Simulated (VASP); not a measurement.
Method: PBE GGA, VASP's PBE PAW potentials (set 64) (plane waves; VASP).

A VASP calculation is set up with these files.

**KPOINTS**
```
Automatic mesh
0
Gamma
1 1 1
0 0 0
```

POSCAR:
```
MgC62
1.0
  7.1465551589   0.0000000000   0.0000000000
  0.0000000000   7.1465551589   0.0000000000
  0.0000000000   0.0000000000   7.1465551589
C Mg
62 1
Cart
  3.5732775795   0.0000000000   0.0000000000
  4.4699772949   0.8446942336   0.9352696736
  5.4000585695   1.7399003190   0.0457736858
  6.2168955311   2.6583041225   0.9039463224
  5.4044179681   0.0353325687   1.7367772744
  6.2553654375   0.8985292336   2.6784931408
  0.0000000000   0.0000000000   0.0000000000
  0.8933193949   0.8933193949   0.8933193949
  1.7866387897   1.7866387897   0.0000000000
  2.7116317171   2.6588829934   0.9166743371
  3.5935737961   3.5560043556  -0.0165657149
  4.5144860404   4.4790748596   0.9384284510
  5.3599163692   5.3599163692   0.0000000000
  6.2532357640   6.2532357640   0.8933193949
  1.7866387897   0.0000000000   1.7866387897
  2.6723471033   0.8896246258   2.6673087820
  3.5698257933   1.7400718363   1.7449958128
  5.3832069924   3.5869203532   1.7393500342
  6.2332182630   4.4386325040   2.6353851201
  3.5756073564  -0.0083757626   3.5280184456
  4.4738507278   0.9237279871   4.4278912316
  5.3375905309   1.8008318483   3.5725486308
  6.2538932471   2.6760918982   4.5061388640
  5.3599163692   0.0000000000   5.3599163692
  6.2532357640   0.8933193949   6.2532357640
  0.0000000000   3.5732775795   0.0000000000
  0.8933193949   4.4665969743   0.8933193949
  1.7866387897   5.3599163692   0.0000000000
  2.6799581846   6.2532357640   0.8933193949
  0.0000000000   1.7866387897   1.7866387897
  0.8933193949   2.6799581846   2.6799581846
  1.8224215914   3.5922016575   1.7368773262
  2.7200360659   4.5086544514   2.6304611436
  3.5875921294   5.3484175619   1.7962294667
  4.4665969743   6.2532357640   2.6799581846
  0.0000000000   0.0000000000   3.5732775795
  0.8933193949   0.8933193949   4.4665969743
  1.7769051816   1.8252230410   3.5434407117
  2.6718468445   2.6947801400   4.4677618628
  4.4357167095   4.4568419265   4.4953332726
  5.3352536073   5.3207961262   3.6164213329
  6.2532357640   6.2532357640   4.4665969743
  1.7866387897   0.0000000000   5.3599163692
  2.6799581846   0.8933193949   6.2532357640
  3.5239877885   1.7375991282   5.3696785635
  4.4665969743   2.6799581846   6.2532357640
  5.3973428785   3.6146275476   5.3268492585
  6.2532357640   4.4665969743   6.2532357640
  0.0000000000   5.3599163692   1.7866387897
  0.8933193949   6.2532357640   2.6799581846
  0.0000000000   3.5732775795   3.5732775795
  0.8933193949   4.4665969743   4.4665969743
  1.7866387897   5.3599163692   3.5732775795
  2.6799581846   6.2532357640   4.4665969743
  0.0000000000   1.7866387897   5.3599163692
  0.8933193949   2.6799581846   6.2532357640
  1.7866387897   3.5732775795   5.3599163692
  2.6799581846   4.4665969743   6.2532357640
  3.5732775795   5.3599163692   5.3599163692
  4.4665969743   6.2532357640   6.2532357640
  0.0000000000   5.3599163692   5.3599163692
  0.8933193949   6.2532357640   6.2532357640
  3.5566332525   3.6011705842   3.5367586826
```

INCAR:
```
SYSTEM = MgC62
PREC = Normal
ENCUT = 400
EDIFF = 1E-5
NELM = 100
ALGO = Fast
LREAL = Auto
LASPH = .TRUE.
ISMEAR = 0
SIGMA = 0.05
GGA = PE
LWAVE = .TRUE.
LCHARG = .FALSE.
NELMIN = 4
ISYM = 0
IBRION = 2
ISIF = 2
NSW = 70
EDIFFG = -0.03
```

POTCAR, in this order: C Mg (PBE.64 set). Program: vasp_gam.

The resulting files:

### OSZICAR
```
...
   8 F= -.55284902E+03 E0= -.55284902E+03  d E =-.708526E+00
       N       E                     dE             d eps       ncg     rms          rms(c)
DAV:   1    -0.552849793881E+03   -0.77582E-03   -0.82231E-02   368   0.786E-01    0.855E-02
RMM:   2    -0.552849894491E+03   -0.10061E-03   -0.16010E-03   316   0.102E-01    0.711E-02
RMM:   3    -0.552849788658E+03    0.10583E-03   -0.22833E-04   319   0.388E-02    0.259E-02
RMM:   4    -0.552849784892E+03    0.37661E-05   -0.58236E-05   269   0.173E-02
   9 F= -.55284978E+03 E0= -.55284978E+03  d E =-.709293E+00
       N       E                     dE             d eps       ncg     rms          rms(c)
DAV:   1    -0.553138849095E+03   -0.28906E+00   -0.61888E+01   316   0.219E+01    0.272E+00
RMM:   2    -0.553209358991E+03   -0.70510E-01   -0.14897E+00   317   0.302E+00    0.210E+00
RMM:   3    -0.553107971848E+03    0.10139E+00   -0.17848E-01   318   0.114E+00    0.776E-01
RMM:   4    -0.553104456983E+03    0.35149E-02   -0.44483E-02   318   0.492E-01    0.380E-01
RMM:   5    -0.553104581512E+03   -0.12453E-03   -0.98814E-03   328   0.227E-01    0.132E-01
RMM:   6    -0.553104658333E+03   -0.76821E-04   -0.16110E-03   333   0.931E-02    0.592E-02
RMM:   7    -0.553104680533E+03   -0.22201E-04   -0.31930E-04   326   0.418E-02    0.192E-02
RMM:   8    -0.553104682516E+03   -0.19831E-05   -0.65036E-05   272   0.192E-02
  10 F= -.55310468E+03 E0= -.55310468E+03  d E =-.254898E+00
       N       E                     dE             d eps       ncg     rms          rms(c)
DAV:   1    -0.553133309154E+03   -0.28629E-01   -0.34140E+00   328   0.516E+00    0.639E-01
RMM:   2    -0.553138083990E+03   -0.47748E-02   -0.83018E-02   317   0.705E-01    0.537E-01
RMM:   3    -0.553131452472E+03    0.66315E-02   -0.10146E-02   318   0.269E-01    0.179E-01
RMM:   4    -0.553131268861E+03    0.18361E-03   -0.27173E-03   317   0.121E-01    0.790E-02
RMM:   5    -0.553131277339E+03   -0.84782E-05   -0.53753E-04   327   0.524E-02    0.284E-02
RMM:   6    -0.553131279036E+03   -0.16960E-05   -0.84806E-05   295   0.211E-02
  11 F= -.55313128E+03 E0= -.55313128E+03  d E =-.281494E+00
       N       E                     dE             d eps       ncg     rms          rms(c)
DAV:   1    -0.553175336648E+03   -0.44059E-01   -0.20810E+01   316   0.128E+01    0.902E-01
RMM:   2    -0.553193858770E+03   -0.18522E-01   -0.31639E-01   317   0.160E+00    0.574E-01
RMM:   3    -0.553193590889E+03    0.26788E-03   -0.43115E-02   318   0.565E-01    0.391E-01
RMM:   4    -0.553192470807E+03    0.11201E-02   -0.14842E-02   319   0.271E-01    0.162E-01
RMM:   5    -0.553192633643E+03   -0.16284E-03   -0.26907E-03   331   0.121E-01    0.865E-02
RMM:   6    -0.553192655727E+03   -0.22084E-04   -0.56282E-04   325   0.531E-02    0.359E-02
RMM:   7    -0.553192667741E+03   -0.12014E-04   -0.11966E-04   313   0.250E-02    0.113E-02
RMM:   8    -0.553192667144E+03    0.59724E-06   -0.31499E-05   219   0.123E-02
  12 F= -.55319267E+03 E0= -.55319267E+03  d E =-.613881E-01
       N       E                     dE             d eps       ncg     rms          rms(c)
DAV:   1    -0.553201669120E+03   -0.90014E-02   -0.15809E+00   328   0.353E+00    0.243E-01
RMM:   2    -0.553203049858E+03   -0.13807E-02   -0.23701E-02   317   0.438E-01    0.159E-01
RMM:   3    -0.553203018083E+03    0.31774E-04   -0.32164E-03   317   0.154E-01    0.106E-01
RMM:   4    -0.553202929247E+03    0.88836E-04   -0.12148E-03   317   0.775E-02    0.377E-02
RMM:   5    -0.553202941965E+03   -0.12718E-04   -0.21004E-04   326   0.341E-02    0.230E-02
RMM:   6    -0.553202942701E+03   -0.73629E-06   -0.45774E-05   236   0.150E-02
  13 F= -.55320294E+03 E0= -.55320294E+03  d E =-.716637E-01
       N       E                     dE             d eps       ncg     rms          rms(c)
DAV:   1    -0.553212173500E+03   -0.92315E-02   -0.40622E+00   332   0.566E+00    0.385E-01
RMM:   2    -0.553215152941E+03   -0.29794E-02   -0.53140E-02   316   0.656E-01    0.244E-01
RMM:   3    -0.553215221176E+03   -0.68235E-04   -0.89372E-03   319   0.242E-01    0.169E-01
RMM:   4    -0.553214955759E+03    0.26542E-03   -0.23559E-03   317   0.114E-01    0.599E-02
RMM:   5    -0.553214993558E+03   -0.37799E-04   -0.53994E-04   340   0.501E-02    0.343E-02
RMM:   6    -0.553214994063E+03   -0.50451E-06   -0.81727E-05   297   0.205E-02
  14 F= -.55321499E+03 E0= -.55321499E+03  d E =-.120514E-01
       N       E                     dE             d eps       ncg     rms          rms(c)
DAV:   1    -0.553217006436E+03   -0.20129E-02   -0.32662E-01   328   0.160E+00    0.109E-01
RMM:   2    -0.553217247642E+03   -0.24121E-03   -0.42382E-03   316   0.185E-01    0.690E-02
RMM:   3    -0.553217251747E+03   -0.41048E-05   -0.70359E-04   319   0.680E-02    0.473E-02
RMM:   4    -0.553217228898E+03    0.22849E-04   -0.18526E-04   316   0.322E-02    0.159E-02
RMM:   5    -0.553217231934E+03   -0.30362E-05   -0.41511E-05   225   0.142E-02
  15 F= -.55321723E+03 E0= -.55321723E+03  d E =-.142892E-01
       N       E                     dE             d eps       ncg     rms          rms(c)
DAV:   1    -0.553220082109E+03   -0.28532E-02   -0.90398E-01   328   0.272E+00    0.175E-01
RMM:   2    -0.553220845208E+03   -0.76310E-03   -0.12192E-02   317   0.314E-01    0.104E-01
RMM:   3    -0.553220882684E+03   -0.37476E-04   -0.20721E-03   322   0.117E-01    0.510E-02
RMM:   4    -0.553220901277E+03   -0.18593E-04   -0.42719E-04   319   0.487E-02    0.240E-02
RMM:   5    -0.553220904646E+03   -0.33694E-05   -0.81771E-05   288   0.206E-02
  16 F= -.55322090E+03 E0= -.55322090E+03  d E =-.367271E-02
       N       E                     dE             d eps       ncg     rms          rms(c)
DAV:   1    -0.553221059810E+03   -0.15853E-03   -0.30434E-02   344   0.500E-01    0.304E-02
RMM:   2    -0.553221082893E+03   -0.23083E-04   -0.38767E-04   317   0.561E-02    0.172E-02
RMM:   3    -0.553221083846E+03   -0.95273E-06   -0.64621E-05   277   0.206E-02    0.906E-03
RMM:   4    -0.553221083911E+03   -0.65222E-07   -0.12392E-05   192   0.838E-03
  17 F= -.55322108E+03 E0= -.55322108E+03  d E =-.385198E-02
       N       E                     dE             d eps       ncg     rms          rms(c)
DAV:   1    -0.553221703777E+03   -0.61993E-03   -0.15860E-01   328   0.114E+00    0.782E-02
RMM:   2    -0.553221834530E+03   -0.13075E-03   -0.23342E-03   316   0.137E-01    0.491E-02
RMM:   3    -0.553221838515E+03   -0.39848E-05   -0.38279E-04   321   0.501E-02    0.340E-02
RMM:   4    -0.553221826962E+03    0.11554E-04   -0.10539E-04   316   0.241E-02    0.101E-02
RMM:   5    -0.553221828091E+03   -0.11289E-05   -0.17862E-05   199   0.105E-02
  18 F= -.55322183E+03 E0= -.55322183E+03  d E =-.744180E-03
       N       E                     dE             d eps       ncg     rms          rms(c)
DAV:   1    -0.553221855422E+03   -0.28461E-04   -0.47196E-03   360   0.196E-01    0.128E-02
RMM:   2    -0.553221858676E+03   -0.32539E-05   -0.63905E-05   302   0.226E-02    0.797E-03
RMM:   3    -0.553221858568E+03    0.10807E-06   -0.94598E-06   177   0.818E-03    0.529E-03
RMM:   4    -0.553221858202E+03    0.36611E-06   -0.27833E-06   174   0.381E-03
  19 F= -.55322186E+03 E0= -.55322186E+03  d E =-.774291E-03
       N       E                     dE             d eps       ncg     rms          rms(c)
DAV:   1    -0.553222103284E+03   -0.24472E-03   -0.43973E-02   328   0.606E-01    0.386E-02
RMM:   2    -0.553222135238E+03   -0.31954E-04   -0.51928E-04   317   0.640E-02    0.241E-02
RMM:   3    -0.553222137976E+03   -0.27380E-05   -0.95625E-05   306   0.238E-02    0.172E-02
RMM:   4    -0.553222135538E+03    0.24374E-05   -0.21239E-05   204   0.110E-02
  20 F= -.55322214E+03 E0= -.55322214E+03  d E =-.277336E-03
```

File OUTCAR:
```
------------------------ aborting loop because EDIFF is reached ----------------------------------------
  FORCE on cell =-STRESS in cart. coord.  units (eV):
  Direction    XX          YY          ZZ          XY          YZ          ZX
  --------------------------------------------------------------------------------------
  Total       10.4393625     10.4452226     10.4305914      6.1694981     -6.1650125      6.1623370
  in kB       45.8241388     45.8498620     45.7856376     27.0813411    -27.0616513     27.0499070
  external PRESSURE =      45.8198795 kB  Pullay stress =       0.0000000 kB
  volume of cell :      365.00
      direct lattice vectors                 reciprocal lattice vectors
     7.146555159  0.000000000  0.000000000     0.139927556  0.000000000  0.000000000
     0.000000000  7.146555159  0.000000000     0.000000000  0.139927556  0.000000000
     0.000000000  0.000000000  7.146555159     0.000000000  0.000000000  0.139927556
 POSITION                                       TOTAL-FORCE (eV/Angst)
 -----------------------------------------------------------------------------------
      3.56811      7.13952      7.13728         0.008999      0.004063      0.006656
      4.44166      0.91568      0.91329        -0.008940     -0.000909      0.003566
      5.34226      1.80528      0.01311         0.009138     -0.005541      0.002253
      6.23182      2.70590      0.91339         0.003332      0.004874     -0.000076
      5.34218      0.01556      1.80308         0.008349     -0.000150     -0.007416
      6.23198      0.91559      2.70378        -0.005154      0.001949      0.005586
      7.13862      0.00882      0.00681         0.001181      0.002519     -0.003823
      0.87401      0.90692      0.90486         0.005428      0.003204      0.002150
      1.76575      1.78481      7.13906        -0.004212     -0.007754     -0.000635
      2.66373      2.68120      0.89063         0.005693      0.001488      0.001829
      3.57036      3.57724      7.14512         0.000333     -0.005038     -0.009098
      4.46627      4.48360      0.89074         0.000437     -0.000993     -0.000561
      5.36261      5.38184      7.13892         0.007189      0.000212      0.004267
      6.24052      6.27355      0.90474        -0.004685     -0.004570      0.003451
      1.76562      7.14110      1.78277         0.002251      0.002437     -0.006589
      2.66396      0.89273      2.67905        -0.000532      0.006089     -0.000760
      3.46668      1.70252      1.70026         0.007724     -0.003046     -0.000362
      5.44499      3.68073      1.70025         0.003058     -0.003326      0.002333
      6.25482      4.48366      2.67894        -0.003940      0.000703     -0.001565
      3.57033      0.00072      3.57504         0.001612     -0.006075     -0.001941
      4.46631      0.89274      4.48156         0.000688      0.004455     -0.002879
      5.44494      1.70247      3.67873         0.001187      0.000285     -0.010654
      6.25464      2.68124      4.48136        -0.001393     -0.000571     -0.001458
      5.36278      7.14126      5.37949         0.006878      0.000160      0.001963
      6.24074      0.90690      6.27114        -0.005891      0.006248     -0.000870
      0.00797      3.57945      7.13732        -0.005917     -0.010447      0.001164
      0.87679      4.48091      0.88132        -0.000985     -0.003604      0.005402
      1.78912      5.35853      7.13608        -0.002030      0.001358      0.010129
      2.66670      6.27063      0.88153         0.002307      0.001773      0.002081
      7.13204      1.80541      1.80309        -0.000802     -0.011799     -0.003794
      0.88217      2.68871      2.68653        -0.001759      0.001655      0.001709
      1.77436      3.58439      1.77995         0.008888     -0.001682      0.000661
      2.58448      4.56274      2.58268         0.004815     -0.002049      0.001027
      3.56304      5.37286      1.78006         0.003748     -0.002781      0.002419
      4.45885      6.26540      2.68655        -0.001352     -0.001246      0.001586
      0.00800      7.13946      3.57727         0.001578      0.006122     -0.009015
      0.87696      0.88361      4.47851        -0.001709      0.003736      0.003740
      1.77465      1.78219      3.58226         0.005856     -0.003504     -0.006411
      2.58489      2.58448      4.56069        -0.001275      0.014064     -0.000881
      4.56315      4.56289      4.56053        -0.017392      0.000731     -0.000690
      5.36556      5.37307      3.58227         0.000861     -0.006450     -0.009241
      6.26418      6.27083      4.47864        -0.011064     -0.004240      0.001139
      1.78911      7.13827      5.35646        -0.005553      0.007841     -0.004324
      2.66672      0.88365      6.26857         0.002055      0.001741      0.002296
      3.56316      1.78202      5.37090         0.003869      0.001186     -0.008218
      4.45884      2.68866      6.26307        -0.004061      0.003438      0.003580
      5.36516      3.58435      5.37065         0.010322     -0.003676     -0.003591
      6.26381      4.48076      6.26845        -0.004857     -0.000033      0.004251
      0.00632      5.38197      1.78251        -0.002021     -0.005519     -0.002676
      0.87522      6.27210      2.68424        -0.000700      0.005370     -0.002558
      0.00030      3.57725      3.57491         0.006349     -0.003160      0.000512
      0.89777      4.46015      4.45824        -0.004467      0.007461      0.003233
      1.79785      5.34943      3.55704        -0.004092      0.007112      0.010269
      2.68719      6.24976      4.45807        -0.001818      0.003587      0.005176
      0.00649      1.78491      5.37946        -0.005337     -0.008175     -0.001337
      0.87525      2.68619      6.27002         0.003660      0.006780      0.002776
      1.79830      3.55929      5.34742        -0.010310     -0.001025     -0.000236
      2.68738      4.46035      6.24760        -0.004279      0.003733      0.003752
      3.58835      5.34957      5.34715        -0.002547      0.003308      0.006495
      4.46131      6.27232      6.26998        -0.004968     -0.002012      0.000396
      0.00918      5.35844      5.35648        -0.003991      0.002175     -0.004619
      0.89088      6.25659      6.25456         0.006448     -0.005161     -0.004022
      4.01493      3.13282      3.12978         0.003797     -0.007321      0.002455
 -----------------------------------------------------------------------------------
    total drift:                               -0.037834      0.057382      0.017076
  FREE ENERGIE OF THE ION-ELECTRON SYSTEM (eV)
  ---------------------------------------------------
  free  energy   TOTEN  =      -553.2221355382 eV

  energy  without entropy=     -553.2221355382  energy(sigma->0) =     -553.22213554

 reached required accuracy - stopping structural energy minimisation
```
(Selected blocks of OUTCAR.)

CONTCAR:
```
MgC62
   1.00000000000000
     7.1465551589000000    0.0000000000000000    0.0000000000000000
     0.0000000000000000    7.1465551589000000    0.0000000000000000
     0.0000000000000000    0.0000000000000000    7.1465551589000000
  C               Mg
    62     1
Direct
     0.4992768987130988    0.9990161758421863    0.9987025206481087
     0.6215106246731733    0.1281283691483596    0.1277948674245940
     0.7475291905591418    0.2526079875763199    0.0018342059080044
     0.8720031175023375    0.3786302535166365    0.1278082730983568
     0.7475180378614508    0.0021776357912952    0.2523011041246549
     0.8720258634658621    0.1281168557709087    0.3783333586706111
     0.9988900122288924    0.0012348353673895    0.0009522253694735
     0.1222975095304117    0.1269030189968730    0.1266154727718044
     0.2470773052517850    0.2497444171286771    0.9989513203150762
     0.3727287315427936    0.3751737401537727    0.1246238480724180
     0.4995921021989955    0.5005547699242352    0.9997989876999164
     0.6249537014487855    0.6273794015129956    0.1246395047305348
     0.7503764978097857    0.7530682175933940    0.9989319748227686
     0.8732207643738605    0.8778420984561379    0.1265981022690384
     0.2470594151427776    0.9992364006164136    0.2494591048332842
     0.3727612600420737    0.1249180179122155    0.3748735142047951
     0.4850845725600151    0.2382297851815846    0.2379137935414738
     0.7619047405966626    0.5150355830083408    0.2379121311931803
     0.8752213432388261    0.6273869926760862    0.3748581632134143
     0.4995880781185516    0.0001006739794518    0.5002462606424978
     0.6249595857319972    0.1249185675586703    0.6270938381914313
     0.7618977103028911    0.2382225305986939    0.5147555375179801
     0.8751961056412886    0.3751790872701866    0.6270651707107006
     0.7504007110038260    0.9992597519170838    0.7527385325416182
     0.8732508680404952    0.1268999355090666    0.8775055184435357
     0.0011155990641821    0.5008639014074853    0.9987072300792008
     0.1226873340158743    0.6270024291209186    0.1233208767878705
     0.2503465032538829    0.7498054087791602    0.9985345800922076
     0.3731443254196685    0.8774346196430214    0.1233497180539621
     0.9979688987751330    0.2526265549054754    0.2523012931430532
     0.1234405887309500    0.3762241125360010    0.3759190297379374
     0.2482820059619975    0.5015546386111621    0.2490636663925623
     0.3616398303988913    0.6384534080690185    0.3613874680995461
     0.4985676844558811    0.7518106892195144    0.2490789426525387
     0.6239153861280872    0.8767027817163106    0.3759229200289885
     0.0011195283337989    0.9990078510852702    0.5005586516912425
     0.1227111530995028    0.1236418884566798    0.6266674002109267
     0.2483229162980653    0.2493780300727008    0.5012567466249056
     0.3616979538043214    0.3616394027065543    0.6381657933998358
     0.6385110207385701    0.6384743893449053    0.6381439393113986
     0.7507903574407995    0.7518403718206114    0.5012586728652343
     0.8765317493758095    0.8774614362068115    0.6266848791972794
     0.2503460828496628    0.9988401653326745    0.7495162095267817
     0.3731478121308328    0.1236469954202719    0.8771459203591983
     0.4985846699337457    0.2493541503349227    0.7515362861051466
     0.6239141276848741    0.3762169260634782    0.8763762022220239
     0.7507335349036560    0.5015495301967016    0.7515024198361901
     0.8764791925167694    0.6269812743117320    0.8771285094891997
     0.0008837444851856    0.7530863539020616    0.2494216372210811
     0.1224677121531942    0.8776393926134607    0.3755997138566450
     0.0000421925845420    0.5005563999904705    0.5002289804004830
     0.1256226419541996    0.6240976063651440    0.6238306380764725
     0.2515691774203067    0.7485331140066971    0.4977282835489173
     0.3760118212668380    0.8745142196164440    0.6238065786864592
     0.0009074353433897    0.2497574862636544    0.7527350127568266
     0.1224714325295602    0.3758722045458325    0.8773482257042038
     0.2516319025624761    0.4980424680932684    0.7482519789456560
     0.3760379882324219    0.6241263214085920    0.8742111582552815
     0.5021091099101788    0.7485522503381314    0.7482131837637981
     0.6242605076251645    0.8776710815232378    0.8773422849440897
     0.0012843589625811    0.7497928019528386    0.7495197822069510
     0.1246590599733873    0.8754689716217763    0.8751858677572902
     0.5617999121018552    0.4383682693900313    0.4379429870093560
```

At this cut-off the stress carries a Pulay error, which pulls relaxed volumes low. The supercell is sampled at Γ alone, which is coarse: total energies, pressure and levels can be off, energies of defects by several tenths of an eV.

The cell is a supercell with a defect, built from C (diamond): Mg_C-vac_C. The run is not spin-polarised, so no state with unpaired spins was tried.
